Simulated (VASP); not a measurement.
Here is the system:

```
CELL_PARAMETERS angstrom
      1.82885    -7.38352     0.00000
      1.82885     7.38352     0.00000
      0.00000     0.00000     3.64754
ATOMIC_POSITIONS crystal
  Zr 0.89409 0.10591 0.75000
  Zr 0.10591 0.89409 0.25000
  Si 0.44854 0.55146 0.25000
  Si 0.55146 0.44854 0.75000
  Si 0.25025 0.74975 0.75000
  Si 0.74975 0.25025 0.25000
```

The numbers are results of LDA (Ceperley-Alder, Perdew-Zunger), VASP's LDA PAW potentials (set 64) (plane waves; VASP), not measurements. Run with 300 eV cut-off, 8×8×7 Γ-centred mesh, first-order Methfessel-Paxton smearing of 0.14 eV, potentials Zr_sv Si.

At this cut-off the stress carries a Pulay error, which pulls relaxed volumes low.

Problem. Give the force on each atom (eV/Å).

Solution. 
| atom | Fx | Fy | Fz |
|---|---|---|---|
| Zr1 | 0.000 | -0.059 | 0.000 |
| Zr2 | 0.000 | 0.059 | 0.000 |
| Si3 | 0.000 | 0.204 | 0.000 |
| Si4 | 0.000 | -0.204 | 0.000 |
| Si5 | 0.000 | 0.015 | 0.000 |
| Si6 | 0.000 | -0.015 | 0.000 |

Problem. Give the stress tensor in GPa (positive for a compressed cell).

Solution. 
```
-2.99   0.00   0.00
 0.00  -3.32   0.00
 0.00   0.00  -2.30
```
The pressure is its mean diagonal, -2.87 GPa.

The structure comes from a computed database's ZrSi2 entry, a phase known from measurement. The cell was not relaxed at this level.
